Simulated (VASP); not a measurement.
An input for Ansatz (written as the equivalent of a VASP run, and not itself run):

Ansatz 0.2 input:
```yaml
crystal:
  lattice:
    - [3.6661195, 0.0000000, 0.0000000]
    - [-1.8330598, 3.1749519, 0.0000000]
    - [0.0000000, 0.0000000, 6.9372492]
  atoms:
    - { symbol: Ge, position: [0.0000000, 0.0000000, 1.0000000] }
    - { symbol: Ge, position: [0.0000000, 0.0000000, 0.5000000] }
    - { symbol: Se, position: [0.3333330, 0.6666670, 0.2500000] }
    - { symbol: Se, position: [0.6666670, 0.3333330, 0.7500000] }
kpoints:
  mp_grid: { grid: [10, 10, 5] }
hamiltonian:
  xc: pbesol
  pseudopotentials: { kind: paw }
scf:
  occupations: { method: methfessel_paxton, width: 0.1 }
  max_iter: 100
relax:
  max_steps: 40
  f_tol: 0.02
  cell: { p_target: 5 }
output: { forces: true, stress: true, eigenvalues: true }
```

Problem. Write the VASP files for the same calculation (PBEsol).

Solution. Several could match; the one computed here: 
**INCAR**
```
! general
SYSTEM   =  GeSe
PREC     =  Accurate
ENCUT    =  500
LREAL    =  .FALSE.
LASPH    =  .TRUE.

! electronic loop
EDIFF    =  1E-6
NELM     =  100
ALGO     =  Normal
LMAXMIX  =  4

! smearing
ISMEAR   =  1
SIGMA    =  0.1

! functional
GGA      =  PS

! ions
IBRION   =  2
NSW      =  40
ISIF     =  3
EDIFFG   =  -0.02
PSTRESS  =  50

! output
LWAVE    =  .FALSE.
LCHARG   =  .FALSE.
```

POSCAR:
```
GeSe
1.0
  3.6661195402   0.0000000000   0.0000000000
 -1.8330597702   3.1749518625   0.0000000000
  0.0000000000   0.0000000000   6.9372491815
Ge Se
2 2
direct
  0.0000000000   0.0000000000   1.0000000000
  0.0000000000   0.0000000000   0.5000000000
  0.3333330000   0.6666670000   0.2500000000
  0.6666670000   0.3333330000   0.7500000000
```

**KPOINTS**
```
Automatic
0
G
10 10 5
0 0 0
```

POTCAR, in this order: Ge_d Se (PBE.64 set). Program: vasp_std.

What does not carry over: each code has its own PAW files, so the cut-off isn't converted (ENCUT is set for VASP's; basis.ecutwfc is left out, and Ansatz then takes the one that its files recommend); Ansatz stops its SCF on the density residual and VASP on the energy change (EDIFF).

The structure was generated: GeSe was put into the NiAs type type (P6_3/mmc), which need not be its known phase. This run relaxes it under an external pressure of 5 GPa. Symmetry was kept, so distortions that lower it aren't found.
